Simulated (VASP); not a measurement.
Output of a VASP run:

OUTCAR:
```
 ion  position               nearest neighbor table
   1  0.333  0.667  0.007-   4 2.41   4 2.41   4 2.41   3 2.43
   2  0.667  0.333  0.507-   3 2.41   3 2.41   3 2.41   4 2.43
   3  0.333  0.667  0.368-   2 2.41   2 2.41   2 2.41   1 2.43
   4  0.667  0.333  0.868-   1 2.41   1 2.41   1 2.41   2 2.43
  LATTYP: Found a hexagonal cell.
 ALAT       =     3.8330831095
 C/A-ratio  =     1.7610936845
 Subroutine PRICEL returns:
 Original cell was already a primitive cell.
 Subroutine GETGRP returns: Found 12 space group operations
The static configuration has the point symmetry C_3v.
 The point group associated with its full space group is C_6v.
The dynamic configuration has the point symmetry C_3v.
 Subroutine INISYM returns: Found 12 space group operations
 Subroutine IBZKPT returns following result:
 Found     42 irreducible k-points:

 Following reciprocal coordinates:
            Coordinates               Weight
  0.000000  0.000000  0.000000      1.000000
  0.100000 -0.000000  0.000000      6.000000
  0.200000 -0.000000  0.000000      6.000000
  0.300000  0.000000  0.000000      6.000000
  0.400000 -0.000000  0.000000      6.000000
  0.500000 -0.000000  0.000000      3.000000
  0.100000  0.100000  0.000000      6.000000
  0.200000  0.100000  0.000000     12.000000
  0.300000  0.100000  0.000000     12.000000
  0.400000  0.100000  0.000000     12.000000
  0.200000  0.200000  0.000000      6.000000
  0.300000  0.200000  0.000000     12.000000
  0.400000  0.200000  0.000000      6.000000
  0.300000  0.300000  0.000000      6.000000
  0.000000  0.000000  0.200000      2.000000
  0.100000 -0.000000  0.200000     12.000000
  0.200000 -0.000000  0.200000     12.000000
  0.300000  0.000000  0.200000     12.000000
  0.400000 -0.000000  0.200000     12.000000
  0.500000 -0.000000  0.200000      6.000000
  0.100000  0.100000  0.200000     12.000000
  0.200000  0.100000  0.200000     24.000000
  0.300000  0.100000  0.200000     24.000000
  0.400000  0.100000  0.200000     24.000000
  0.200000  0.200000  0.200000     12.000000
  0.300000  0.200000  0.200000     24.000000
  0.400000  0.200000  0.200000     12.000000
  0.300000  0.300000  0.200000     12.000000
  0.000000  0.000000  0.400000      2.000000
  0.100000 -0.000000  0.400000     12.000000
  0.200000 -0.000000  0.400000     12.000000
  0.300000  0.000000  0.400000     12.000000
  0.400000 -0.000000  0.400000     12.000000
  0.500000 -0.000000  0.400000      6.000000
  0.100000  0.100000  0.400000     12.000000
  0.200000  0.100000  0.400000     24.000000
  0.300000  0.100000  0.400000     24.000000
  0.400000  0.100000  0.400000     24.000000
  0.200000  0.200000  0.400000     12.000000
  0.300000  0.200000  0.400000     24.000000
   k-points           NKPTS =     42   k-points in BZ     NKDIM =     42   number of bands    NBANDS=     19
   number of dos      NEDOS =    601   number of ions     NIONS =      4
   total plane-waves  NPLWV =  37632
   dimension x,y,z NGX =    28 NGY =   28 NGZ =   48
   dimension x,y,z NGXF=    56 NGYF=   56 NGZF=   96
   ions per type =               2   2
   PREC   = accura    normal or accurate (medium, high low for compatibility)
   ISTART =      0    job   : 0-new  1-cont  2-samecut
   ICHARG =      2    charge: 1-file 2-atom 10-const
   ISPIN  =      1    spin polarized calculation?
   LNONCOLLINEAR =      F non collinear calculations
   LSORBIT =      F    spin-orbit coupling
   INIWAV =      1    electr: 0-lowe 1-rand  2-diag
   ENCUT  =  400.0 eV  29.40 Ry    5.42 a.u.   6.25  6.25 11.01*2*pi/ulx,y,z
   NELM   =    100;   NELMIN=  2; NELMDL= -5     # of ELM steps
   EDIFF  = 0.1E-06   stopping-criterion for ELM
   LREAL  =      F    real-space projection
   NLSPLINE    = F    spline interpolate recip. space projectors
   LMAXMIX     =    6 max onsite mixed and CHGCAR
   VOSKOWN=      0    Vosko Wilk Nusair interpolation
...
```

### OSZICAR
```
       N       E                     dE             d eps       ncg     rms          rms(c)
DAV:   1     0.158840243723E+02    0.15884E+02   -0.12184E+04  1596   0.117E+03
DAV:   2    -0.135307344000E+03   -0.15119E+03   -0.14451E+03  1921   0.236E+02
DAV:   3    -0.141783237919E+03   -0.64759E+01   -0.62928E+01  1867   0.485E+01
DAV:   4    -0.141878632514E+03   -0.95395E-01   -0.95471E-01  1906   0.637E+00
DAV:   5    -0.141880434307E+03   -0.18018E-02   -0.18017E-02  1960   0.843E-01    0.146E+01
DAV:   6    -0.136026395352E+03    0.58540E+01   -0.77236E+00  1677   0.242E+01    0.753E+00
DAV:   7    -0.132993976763E+03    0.30324E+01   -0.85649E-01  1626   0.890E+00    0.455E+00
DAV:   8    -0.132968720705E+03    0.25256E-01   -0.39298E-01  1620   0.439E+00    0.893E-01
DAV:   9    -0.132918976295E+03    0.49744E-01   -0.19767E-01  1712   0.332E+00    0.335E-01
DAV:  10    -0.133089585645E+03   -0.17061E+00   -0.11297E-01  1611   0.210E+00    0.158E-01
DAV:  11    -0.133130761612E+03   -0.41176E-01   -0.18920E-02  1794   0.940E-01    0.857E-02
DAV:  12    -0.133129491554E+03    0.12701E-02   -0.68293E-04  1829   0.201E-01    0.643E-02
DAV:  13    -0.133130024731E+03   -0.53318E-03   -0.32054E-03  1650   0.377E-01    0.449E-02
DAV:  14    -0.133130533357E+03   -0.50863E-03   -0.21534E-04  1683   0.120E-01    0.310E-02
DAV:  15    -0.133130777015E+03   -0.24366E-03   -0.29736E-04  1638   0.120E-01    0.121E-02
DAV:  16    -0.133130823615E+03   -0.46601E-04   -0.52791E-05  1632   0.593E-02    0.604E-03
DAV:  17    -0.133130832813E+03   -0.91971E-05   -0.81636E-06  1809   0.220E-02    0.197E-03
DAV:  18    -0.133130833698E+03   -0.88532E-06   -0.49701E-07  1824   0.611E-03    0.107E-03
DAV:  19    -0.133130834230E+03   -0.53179E-06   -0.35686E-07  1677   0.493E-03    0.823E-04
DAV:  20    -0.133130834383E+03   -0.15312E-06   -0.92135E-09   894   0.101E-03    0.471E-04
DAV:  21    -0.133130834382E+03    0.12417E-08   -0.13241E-08   843   0.915E-04
   1 F= -.13313083E+03 E0= -.13313083E+03  d E =0.000000E+00
       N       E                     dE             ncg
       N       E                     dE             ncg
```

OUTCAR:
```
------------------------ aborting loop because EDIFF is reached ----------------------------------------
  FORCE on cell =-STRESS in cart. coord.  units (eV):
  Direction    XX          YY          ZZ          XY          YZ          ZX
  --------------------------------------------------------------------------------------
  Total        0.2817246      0.2817247     -0.2455142      0.0000000     -0.0000000      0.0000000
  in kB        5.2550587      5.2550595     -4.5796189      0.0000000     -0.0000000      0.0000000
  external PRESSURE =       1.9768331 kB  Pullay stress =       0.0000000 kB
  volume of cell :       85.89
      direct lattice vectors                 reciprocal lattice vectors
     3.833083109  0.000000000  0.000000000     0.260886595  0.150622935  0.000000000
    -1.916541555  3.319547589  0.000000000     0.000000000  0.301245870  0.000000000
     0.000000000  0.000000000  6.750418456     0.000000000  0.000000000  0.148138964
 POSITION                                       TOTAL-FORCE (eV/Angst)
 -----------------------------------------------------------------------------------
     -0.00000      2.21303      0.04996         0.000000     -0.000000      0.010644
      1.91654      1.10651      3.42517        -0.000000      0.000000      0.010644
     -0.00000      2.21303      2.48144        -0.000000      0.000000     -0.010644
      1.91654      1.10651      5.85665         0.000000     -0.000000     -0.010644
 -----------------------------------------------------------------------------------
    total drift:                               -0.000886      0.000511     -0.000215
  FREE ENERGIE OF THE ION-ELECTRON SYSTEM (eV)
  ---------------------------------------------------
  free  energy   TOTEN  =      -133.1308343815 eV

  energy  without entropy=     -133.1308343815  energy(sigma->0) =     -133.13083438

 total charge

# of ion       s       p       d       tot
------------------------------------------
    1        0.751   0.530   8.147   9.428
    2        0.751   0.530   8.147   9.428
    3        1.231   1.450   0.107   2.788
    4        1.231   1.450   0.107   2.788
--------------------------------------------------
tot          3.963   3.960  16.509  24.432

 Electric field gradients after diagonalization (V/A^2)
 (convention: |V_zz| > |V_xx| > |V_yy|)
----------------------------------------------------------------------
 ion       V_xx      V_yy      V_zz     asymmetry (V_yy - V_xx)/ V_zz
----------------------------------------------------------------------
   1      33.629    33.628   -67.257       0.000
   2      33.629    33.628   -67.257       0.000
   3       1.306     1.306    -2.613       0.000
   4       1.306     1.306    -2.613       0.000
```
(Selected blocks of OUTCAR.)

File POSCAR:
```
PtAs
1
    3.8330831095     0.0000000000     0.0000000000
   -1.9165415547     3.3195475889    -0.0000000000
    0.0000000000    -0.0000000000     6.7504184564
Pt As
2 2
Direct
  0.3333330000   0.6666670000   0.0074014284
  0.6666670000   0.3333330000   0.5074014284
  0.3333330000   0.6666670000   0.3675985716
  0.6666670000   0.3333330000   0.8675985716
```

Q: Reconstruct the remaining input files.

A: Several could match; the one computed here: the input of the run itself, r2SCAN meta-GGA, plane waves, VASP's PBE PAW potentials (set 64).

### KPOINTS_OPT
```
k-points along high-symmetry lines
6
Line-mode
Reciprocal
  0.000000   0.000000   0.000000 ! GAMMA
  0.500000   0.000000   0.000000 ! M

  0.500000   0.000000   0.000000 ! M
  0.333333   0.333333   0.000000 ! K

  0.333333   0.333333   0.000000 ! K
  0.000000   0.000000   0.000000 ! GAMMA

  0.000000   0.000000   0.000000 ! GAMMA
  0.000000   0.000000   0.500000 ! A

  0.000000   0.000000   0.500000 ! A
  0.500000   0.000000   0.500000 ! L

  0.500000   0.000000   0.500000 ! L
  0.333333   0.333333   0.500000 ! H

  0.333333   0.333333   0.500000 ! H
  0.000000   0.000000   0.500000 ! A

  0.500000   0.000000   0.500000 ! L
  0.500000   0.000000   0.000000 ! M

  0.333333   0.333333   0.500000 ! H
  0.333333   0.333333   0.000000 ! K
```

INCAR:
```
ALGO = Normal
EDIFF = 1E-7
ENCUT = 400
ISIF = 2
ISMEAR = -5
LASPH = .True.
LCHARG = .False.
LEFG = .True.
LMAXMIX = 6
LMIXTAU = .True.
LORBIT = 11
LREAL = .False.
LWAVE = .False.
METAGGA = R2SCAN
NEDOS = 601
NELM = 100
PREC = Accurate
SYSTEM = PtAs
```

**KPOINTS**
```
kpoints
0
Gamma
10 10 5
0 0 0
```

POTCAR, in this order: Pt As (PBE.64 set). Program: vasp_std.

For a metal the tetrahedron method with Blöchl corrections gives inexact stress and forces.

The structure was generated: PtAs was put into the wurtzite type (P6_3mc), which need not be its known phase. It was relaxed first, which changed the volume by -16 %.
